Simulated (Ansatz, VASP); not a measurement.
# Si2P4W (WSi2P4 bilayer, AB): VASP beside Ansatz

One calculation is typed for both programs; each brings its own data sets. How far apart do they land? The structure shown is the start of the Ansatz relaxation below; VASP solves that cell, so the two are compared at the walk's first step.

Method: plane waves, with VASP 6.6.1 beside it; single point at r2SCAN with D4, in Ansatz 0.2.0.

## 1. Set-up

The cell holds 14 atoms: 8 P, 4 Si and 2 W. Cell: a = 3.480 Å, b = 3.480 Å, c = 71.422 Å, α = 90.0°, β = 90.0°, γ = 120.0°. Vacuum lies along c.

## 2. Ansatz: relaxation, r2SCAN with D4

Ansatz runs on its default PAW (the set named soft_2) files.

The two programs are compared at the cell with which this relaxation starts, whose forces are those of its first step.

The input, input.yaml:

```yaml
crystal:
  lattice:
    - [3.48, 0.0, 0.0]
    - [-1.74, 3.0137684052, 0.0]
    - [0.0, 0.0, 71.4221013819]
  atoms:
    - { symbol: P, position: [0.0, 0.0, 0.358432467] }
    - { symbol: Si, position: [0.3333333333, 0.6666666667, 0.3674554127] }
    - { symbol: P, position: [0.3333333333, 0.6666666667, 0.3969980887] }
    - { symbol: W, position: [0.0, 0.0, 0.4180152189] }
    - { symbol: P, position: [0.3333333333, 0.6666666667, 0.4390323491] }
    - { symbol: Si, position: [0.3333333333, 0.6666666667, 0.4685750251] }
    - { symbol: P, position: [0.0, 0.0, 0.4775979708] }
    - { symbol: P, position: [0.3333333333, 0.6666666667, 0.5224020292] }
    - { symbol: Si, position: [0.6666666667, 0.3333333333, 0.5314249749] }
    - { symbol: P, position: [0.6666666667, 0.3333333333, 0.5609676509] }
    - { symbol: W, position: [0.3333333333, 0.6666666667, 0.5819847811] }
    - { symbol: P, position: [0.6666666667, 0.3333333333, 0.6030019113] }
    - { symbol: Si, position: [0.6666666667, 0.3333333333, 0.6325445873] }
    - { symbol: P, position: [0.3333333333, 0.6666666667, 0.641567533] }
  periodic: [true, true, false]
kpoints:
  mp_grid: { grid: [12, 12, 1] }
hamiltonian:
  xc: r2scan
  dispersion: d4
scf:
  occupations: { method: fermi_dirac, width: 0.05 }
  convergence: { dr2_threshold: 1.0e-09 }
relax:
  f_tol: 0.004
  max_steps: 90
  cell: {}
output:
  write_potential: true
  write_density: true
  volumetric_format: npy
```

On the command line:

```sh
$ ansatz run input.yaml --threads 4 --pin off --max-ram 12288MiB --backend cpu --events-out ev --progress --plain --runs-dir out
```

Numbers of over 12 decimals in the logs are rounded to 6 here.

Log:

```text
Warning: relax.cell: scf.convergence.dr2_threshold = 1e-9 eV is looser than the 1.5327760974e-10 eV advised for a relaxation that steers and ends on the stress (1e-10 eV for each atom of the cell: 14, times the square of relax.cell.stress_2d_tol = 0.05 N/m over 30.2 Å (the atoms' height at the walk's start and 5 Å past either face), 1.654e-2 GPa, over a crystal's default 0.05). What an SCF threshold leaves in a stress goes as its square root, and in the free energy as the threshold itself, and one threshold admits the most on a small cell: [figures from the program's tests cut] Set scf.convergence.dr2_threshold to 1.5327760974e-10 eV or tighter. [rest of the remark cut]
Engine: ansatz 0.2.0, aarch64-unknown-linux-gnu
Pseudopotentials: kind: paw
Pseudopotential: P, paw, valence charge 5, recommended cutoff 500 eV (meta_gga), P.paw.azcp
Pseudopotential: Si, paw, valence charge 4, recommended cutoff 500 eV (meta_gga), Si.paw.azcp
Pseudopotential: W, paw, valence charge 14, recommended cutoff 500 eV (meta_gga), W.paw.azcp
Functional definition: r2SCAN
  parameter k0 = 0.174
  parameter k1 = 0.065
  parameter a1 = 4.9479
  exchange = r2scan_x(k0 = k0, k1 = k1, a1 = a1)
  correlation = r2scan_c
Crystal: 14 atoms, lattice volume = 749.069 Å³
Basis set: ecut = 500 eV, 19101 PW (Γ), exchange–correlation on 108×108×2160 points (64 copies of the dense FFT grid, shifted against one another)
Bands: 56, of which v1, the nominal top of the filled ones, is band 42 counted from 1 (41 counted from 0)
Symmetry: 6 space group operations
Space group: P3m1 (ITA 156), of the structure as read, at distance tolerance 9.1e-5 Å
k-points: 19 of 144 (time reversal used)
Non-local potential: P, projectors of the file, l = 0: 2, l = 1: 2, l = 2: 2
Non-local potential: Si, projectors of the file, l = 0: 2, l = 1: 2, l = 2: 2
Non-local potential: W, projectors of the file, l = 0: 3, l = 1: 2, l = 2: 2, l = 3: 1
PAW form: soft (Blöchl's): semilocal exchange-correlation on the pseudo side does not see the compensation charge
PAW frozen core: P, regenerated for the run's functional (the file was generated under x = pbe(κ = 0.804, μ = 0.219515), c = pbe(β = 0.066725))
PAW frozen core: Si, regenerated for the run's functional (the file was generated under x = pbe(κ = 0.804, μ = 0.219515), c = pbe(β = 0.066725))
PAW frozen core: W, regenerated for the run's functional (the file was generated under x = pbe(κ = 0.804, μ = 0.219515), c = pbe(β = 0.066725))
PAW one-centre angular grid: P, 302 points (default); XC on 160 Gauss nodes
PAW one-centre angular grid: Si, 302 points (default); XC on 160 Gauss nodes
PAW one-centre angular grid: W, 590 points (default); XC on 160 Gauss nodes
Initial density: superposition of atomic densities (neutral atoms: chi_scale 0, normalization atom), corrected by the library's trained network
Initial wavefunctions: pseudopotential atomic-orbital guess
Functional: x = r2scan, c = r2scan; τ floored in thin density (d = 2e-4 eV/Å³)
SCF iter   1: F=—  HF=-29426.828977 eV  |F-HF|=—  |Δ(HF+E_count)|=         —  Δρ=6.15e-3  dr2=2.75e0  dr2_τ=2.91e-1  ethr=1.77e-3  ⟨swp⟩=14.3  Hψ=8459  notcnv=0  defer=17
preconditioner: auto → Resta (q_TF=auto, 1.895 Å⁻¹)  ε∞=2.6  [insulator: Δε(μ)=0.529 eV  Ē_g=8.780 eV  σ=0.050 eV  W_gap=0.99  n_scr=42 (ndim 8)  ℏωp=11.2 eV  f_vac=0.660  D(μ)=0.01/eV (n_scr^D=0)  ε∞_Penn≈2.6  vacuum switching on, ρ_ref=5.6e-3 e/Å³]
SCF iter   2: F=—  HF=-29427.174597 eV  |F-HF|=—  |Δ(HF+E_count)|=   3.46e-1  Δρ=9.73e-3  dr2=5.99e0  dr2_τ=1.66e-1  ethr=1.77e-3  ⟨swp⟩=5.3  Hψ=2313  notcnv=0  defer=100
preconditioner: auto → LDOS  [metal: Δε(μ)=0.058 eV  Ē_g=8.874 eV  σ=0.050 eV  W_gap=0.27  n_scr=42 (ndim 8)  ℏωp=11.2 eV  f_vac=0.660  D(μ)=2.51/eV (n_scr^D=16)  β→1.0]
SCF iter   3: F=—  HF=-29426.743346 eV  |F-HF|=—  |Δ(HF+E_count)|=   4.31e-1  Δρ=3.00e-3  dr2=2.73e-1  dr2_τ=2.18e-3  ethr=1.77e-3  ⟨swp⟩=3.2  Hψ=1557  notcnv=0  defer=106
SCF iter   4: F=—  HF=-29426.748481 eV  |F-HF|=—  |Δ(HF+E_count)|=   5.14e-3  Δρ=1.39e-3  dr2=4.39e-2  dr2_τ=2.32e-3  ethr=3.25e-4  ⟨swp⟩=4.1  Hψ=2343  notcnv=0  defer=106
SCF iter   5: F=—  HF=-29426.738916 eV  |F-HF|=—  |Δ(HF+E_count)|=   9.57e-3  Δρ=4.94e-4  dr2=1.77e-2  dr2_τ=7.08e-5  ethr=5.23e-5  ⟨swp⟩=2.7  Hψ=1926  notcnv=0  defer=106
[...]
basis re-selected at this cell: Δ(F+E_penalty+E_count) = +9.200e-4 eV, ΔP = -0.002 N/m vs the last step (what re-selecting the basis moved, of the pressure what is left beyond the Pulay correction that the steps carried, after the strain that the cell walked since its last selection, with what the two solves' SCF thresholds leave and, on support functions, any second-order correction that the steps lacked; it is no m [...]
WARN: The output density's exchange-correlation potential varies sharply where the density is thin. Do not read a vacuum level from v_tot or v_xc, or from such a field of the output density. On a cell that repeats whose density bears no net charge and no dipole along the vacuum's axis use v_es (v_loc + v_h of the components); under efield.dipole_correction with no amplitude use v_es + v_field, which holds any externa [...]
SCF converged after 5 iterations
Free energy (F): -29430.336362 eV
Harris-Foulkes:  -29430.336362 eV  (|F-HF|=1.02e-10)
Internal energy: -29430.336356 eV  (E = F + TS)
E sigma→0 (E₀):  -29430.336359 eV
Entropy (-TS):   -0.000006 eV (-0.000 meV/atom)
Fermi energy:    -4.916399 eV
--- Per-component energies (eV) ---
  E_band       = -1614.711273
  E_kinetic    = 1640.140659
  E_local      = -616109.077048  (includes V_loc(G=0)·N_el)
  E_nonlocal   = 369.149517
  E_hartree    = 307007.739509
  E_xc         = -1177.492895
  E_vxc        = -1249.220637  (∫ρ·V_xc dr)
  E_paw        = -23871.580935  (= ΣΔE_a)
  E_vpaw       = -340.406067  (= ΣTr[D̂ρ^β])
  E_aug_tail   = -0.000075  (compensation charges beyond the density's cutoff)
  E_vtau       = 59.230967  (kinetic-family band-sum trace: ∫τ·v_τ [+ j·A + Jᵃ·Aᵃ] dr)
  E_ewald      = 302714.947957
  E_disp       = -1.954678  (pairwise vdW)
  E_core_change = -2.208367  (= ΣΔE_core)
  E_smearing   = -0.000006  (= −TS)
  E_closure    = -0.000000  (closes the sum)
  Σ components = -29430.336362   (vs F -29430.336362, Δ=0.00e0)
--- Forces (eV/Å), atoms counted from 1 ---
  atom   1  P      0.00000000    -0.00000000     0.00091360
  atom   2  Si    -0.00000000     0.00000000    -0.00116889
  atom   3  P      0.00000000    -0.00000000     0.00043981
  atom   4  W      0.00000000    -0.00000000     0.00023972
  atom   5  P      0.00000000    -0.00000000    -0.00065415
  atom   6  Si    -0.00000000     0.00000000     0.00084680
  atom   7  P     -0.00000000    -0.00000000    -0.00094427
  atom   8  P     -0.00000000    -0.00000000     0.00076176
  atom   9  Si     0.00000000     0.00000000    -0.00069875
  atom  10  P      0.00000000    -0.00000000     0.00052274
  atom  11  W     -0.00000000    -0.00000000    -0.00014174
  atom  12  P      0.00000000    -0.00000000    -0.00040395
  atom  13  Si     0.00000000     0.00000000     0.00121387
  atom  14  P      0.00000000    -0.00000000    -0.00092744
  max |Σ_I F_I| component: 9.09e-7 eV/Å
--- 2D stress c σ (N/m, compression-positive) ---
       -0.010856       0.000000      -0.000000
        0.000000      -0.010856      -0.000000
       -0.000000      -0.000000      -0.000000
  P = ½ c Tr σ = -0.0109 N/m
--- Band table (eV; the first three rows and the last of 19) ---
  k-point 0: bands = [... 38 lower, -6.4053, -6.4053, -5.7849, -5.4497, -2.6143, -2.6143, -2.5935, -2.5935, ... 10 higher]
  k-point 1: bands = [... 38 lower, -6.5798, -6.3374, -5.7684, -5.5036, -2.7925, -2.7556, -2.6175, -2.5474, ... 10 higher]
  k-point 2: bands = [... 38 lower, -6.7205, -6.4535, -5.9241, -5.7917, -3.2012, -3.0840, -3.0643, -2.9113, ... 10 higher]
  k-point 18: bands = [... 38 lower, -6.5880, -6.5668, -5.3958, -5.3733, -4.4659, -4.4493, -3.7825, -3.6761, ... 10 higher]
  the weakly bound empty levels are not read free of the cell's end (no_gap_told)
--- Relaxed structure (9 steps of the walk, 9 accepted, 1 SCFs on fresh bases) ---
  F+E_penalty+E_count = -29430.33636233 eV   max|allowed force component| = 1.214e-3 eV/Å   (the final SCF, on the basis selected at the relaxed cell)
  cell:  # Å, volume = 732.1324 Å³
    - [3.440434, 0.0, 0]
    - [-1.720217, 2.979503, 0]
    - [0, 0, 71.4221013819]
  atoms:
    - { symbol: P, position: [2.2923404296783617e-17, -7.55253754890837e-19, 0.345681] }
    - { symbol: Si, position: [0.333333, 0.666667, 0.359908] }
    - { symbol: P, position: [0.333333, 0.666667, 0.391328] }
    - { symbol: W, position: [3.1984683128193487e-17, -7.5525375489084265e-19, 0.411228] }
    - { symbol: P, position: [0.333333, 0.666667, 0.431134] }
    - { symbol: Si, position: [0.333333, 0.666667, 0.462540] }
    - { symbol: P, position: [4.101659326243711e-17, -7.552537548908395e-19, 0.476757] }
    - { symbol: P, position: [0.333333, 0.666667, 0.523250] }
    - { symbol: Si, position: [0.666667, 0.333333, 0.537458] }
    - { symbol: P, position: [0.666667, 0.333333, 0.568869] }
    - { symbol: W, position: [0.333333, 0.666667, 0.588769] }
    - { symbol: P, position: [0.666667, 0.333333, 0.608670] }
    - { symbol: Si, position: [0.666667, 0.333333, 0.640090] }
    - { symbol: P, position: [0.333333, 0.666667, 0.654317] }
```

(Continued in part 2 of 2.)

[Lines on the potential files, build, host, timing and source positions are cut from VASP's logs without a mark.]

[Logs are printed without paths, hosts, clocks, repeated set-up lines and the standing remarks that a program may print on its own settings, such as how far it seeks lower states.]

[Hosts, paths, dates, database ids (printed as entryN), source tags and the programs' standing remarks are cut or masked in the printed files.]
